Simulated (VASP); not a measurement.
Calculation: revPBE GGA, VASP's PBE PAW potentials (set 64) (plane waves; VASP).

VASP input:

### KPOINTS
```
Automatic mesh
0
Gamma
10 10 10
0 0 0
```

**INCAR**
```
! general
SYSTEM  = Ni3Al
PREC    = Accurate
ENCUT   = 520   ! plane-wave cut-off (eV)
LREAL   = .FALSE.   ! projection in real space or not
LASPH   = .TRUE.   ! aspherical one-centre terms

! electronic loop
EDIFF   = 1E-7
NELM    = 100   ! most electronic steps
ALGO    = Normal   ! blocked Davidson
LMAXMIX = 4   ! l cut-off of mixed one-centre charges

! smearing
ISMEAR  = -5   ! tetrahedra, Bloechl

! functional
GGA     = RE   ! revPBE

! spin
ISPIN   = 2   ! spin-polarised
MAGMOM  = -0.0 3*0.3

! ions
ISIF    = 2

! output
LWAVE   = .FALSE.
LCHARG  = .TRUE.
LORBIT  = 11   ! lm-projected
NEDOS   = 601   ! DOS grid
```

**POSCAR**
```
Ni3Al
3.5896910
  0.9999998648   0.0000000000   0.0000000000
  0.0000000000   0.9999998648   0.0000000000
  0.0000000000   0.0000000000   0.9999998648
Al Ni
1 3
Cartesian
  0.0000000000   0.0000000000   0.0000000000
  0.0000000000   0.4999999324   0.4999999324
  0.4999999324   0.0000000000   0.4999999324
  0.4999999324   0.4999999324   0.0000000000
```

POTCAR, in this order: Al Ni (PBE.64 set). Program: vasp_std.

The resulting files:

### OSZICAR
```
       N       E                     dE             d eps       ncg     rms          rms(c)
DAV:   1     0.190176188974E+03    0.19018E+03   -0.14638E+04  4504   0.208E+03
DAV:   2    -0.139264727143E+02   -0.20410E+03   -0.19724E+03  4488   0.367E+02
DAV:   3    -0.241010130187E+02   -0.10175E+02   -0.92403E+01  4916   0.108E+02
DAV:   4    -0.243609798442E+02   -0.25997E+00   -0.25753E+00  5068   0.164E+01
DAV:   5    -0.243684366128E+02   -0.74568E-02   -0.74570E-02  5404   0.252E+00    0.188E+01
DAV:   6    -0.256439147422E+02   -0.12755E+01   -0.73550E+01  5064   0.138E+02    0.214E+01
DAV:   7    -0.204537805365E+02    0.51901E+01   -0.21057E+01  4948   0.746E+01    0.235E+00
DAV:   8    -0.204495939369E+02    0.41866E-02   -0.47143E-01  4748   0.594E+00    0.164E+00
DAV:   9    -0.204363155037E+02    0.13278E-01   -0.60253E-02  5864   0.351E+00    0.659E-01
DAV:  10    -0.204376089268E+02   -0.12934E-02   -0.66846E-03  6032   0.108E+00    0.211E-01
DAV:  11    -0.204375994526E+02    0.94742E-05   -0.80479E-04  5244   0.350E-01    0.102E-01
DAV:  12    -0.204375551073E+02    0.44345E-04   -0.42483E-04  5540   0.299E-01    0.462E-02
DAV:  13    -0.204375781549E+02   -0.23048E-04   -0.40882E-05  5700   0.112E-01    0.184E-02
DAV:  14    -0.204375868592E+02   -0.87043E-05   -0.90548E-06  5452   0.353E-02    0.111E-02
DAV:  15    -0.204375850794E+02    0.17798E-05   -0.59021E-07  4856   0.110E-02    0.485E-03
DAV:  16    -0.204375847778E+02    0.30164E-06   -0.15818E-07  3436   0.433E-03    0.208E-03
DAV:  17    -0.204375844615E+02    0.31629E-06   -0.36757E-08  2452   0.300E-03    0.525E-04
DAV:  18    -0.204375843727E+02    0.88844E-07   -0.10692E-08  2424   0.103E-03
   1 F= -.20437584E+02 E0= -.20437584E+02  d E =0.000000E+00  mag=     0.7279
```

OUTCAR:
```
------------------------ aborting loop because EDIFF is reached ----------------------------------------
  FORCE on cell =-STRESS in cart. coord.  units (eV):
  Direction    XX          YY          ZZ          XY          YZ          ZX
  --------------------------------------------------------------------------------------
  Total        0.0021488      0.0021488      0.0021488      0.0000000     -0.0000000      0.0000000
  in kB        0.0744272      0.0744272      0.0744272      0.0000000     -0.0000000      0.0000000
  external PRESSURE =       0.0744272 kB  Pullay stress =       0.0000000 kB
  volume of cell :       46.26
      direct lattice vectors                 reciprocal lattice vectors
     3.589690515  0.000000000  0.000000000     0.278575547  0.000000000  0.000000000
     0.000000000  3.589690515  0.000000000     0.000000000  0.278575547  0.000000000
     0.000000000  0.000000000  3.589690515     0.000000000  0.000000000  0.278575547
 POSITION                                       TOTAL-FORCE (eV/Angst)
 -----------------------------------------------------------------------------------
      0.00000      0.00000      0.00000         0.000000      0.000000      0.000000
      0.00000      1.79485      1.79485         0.000000      0.000000      0.000000
      1.79485      0.00000      1.79485         0.000000      0.000000      0.000000
      1.79485      1.79485      0.00000         0.000000      0.000000      0.000000
 -----------------------------------------------------------------------------------
    total drift:                                0.000000      0.000000      0.000000
  FREE ENERGIE OF THE ION-ELECTRON SYSTEM (eV)
  ---------------------------------------------------
  free  energy   TOTEN  =       -20.4375843727 eV

  energy  without entropy=      -20.4375843727  energy(sigma->0) =      -20.43758437

 total charge

# of ion       s       p       d       tot
------------------------------------------
    1        0.409   0.382   0.000   0.791
    2        0.481   0.496   8.363   9.340
    3        0.481   0.496   8.363   9.340
    4        0.481   0.496   8.363   9.340
--------------------------------------------------
tot          1.853   1.869  25.088  28.810

 magnetization (x)

# of ion       s       p       d       tot
------------------------------------------
    1       -0.001  -0.009   0.000  -0.010
    2       -0.004  -0.012   0.279   0.264
    3       -0.004  -0.012   0.279   0.264
    4       -0.004  -0.012   0.279   0.264
--------------------------------------------------
tot         -0.012  -0.045   0.838   0.782
```
(Selected blocks of OUTCAR.)

For a metal the tetrahedron method with Blöchl corrections gives inexact stress and forces.

The compound is Ni3Al in the L1_2 structure. It was relaxed first.
